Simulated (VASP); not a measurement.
```yaml
crystal:
  lattice:
    - [0.00000, 2.83421, 2.83421]
    - [2.83421, 0.00000, 2.83421]
    - [2.83421, 2.83421, 0.00000]
  atoms:
    - { symbol: Ga, position: [0.00000, 0.00000, 0.00000] }
    - { symbol: As, position: [0.25000, 0.25000, 0.25000] }
```

Computed with r2SCAN meta-GGA, VASP's PBE PAW potentials (set 64) (plane waves; VASP). Settings: 520 eV cut-off, 8×8×8 Γ-centred mesh, Gaussian smearing of 0.050 eV, potentials Ga_d As.

**Question.** What does the run give for the energy per atom (σ→0), band gap (on the k-mesh) with the smallest direct gap where there is one?

**Answer.** 
```json
{
 "band gap (on the k-mesh)": "0.93 eV",
 "smallest direct gap (on the k-mesh)": "0.93 eV",
 "energy per atom (σ→0)": "-1305.1 kJ/mol of atoms"
}
```

Total energies compare only between runs with the same potentials, cut-off and functional.

The compound is GaAs in the zinc blende structure. It was relaxed first.
